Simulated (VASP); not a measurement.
Consider the following.

```yaml
crystal:
  lattice:
    - [-1.41338, 1.41338, 1.41338]
    - [1.41338, -1.41338, 1.41338]
    - [1.41338, 1.41338, -1.41338]
  atoms:
    - { symbol: V, position: [0.00000, 0.00000, 0.00000] }
```

Calculation: PBE GGA, VASP's PBE PAW potentials (set 64) (plane waves; VASP 6.6.1). Run with 500 eV cut-off, 18×18×18 Γ-centred mesh, first-order Methfessel-Paxton smearing of 0.10 eV, potentials V_sv.

Question: Predict the energy per atom (σ→0), pressure, band gap (on the k-mesh) with the smallest direct gap where there is one.

Answer: 
band gap (on the k-mesh): none (metal, semimetal or under 0.01 eV)
energy per atom (σ→0): -8.726 eV/atom
pressure: 44.82 GPa

Total energies compare only between runs with the same potentials, cut-off and functional.

The compound is V in the bcc structure. It was relaxed first under an external pressure of 45 GPa. The run is not spin-polarised, so no magnetic state was tried.
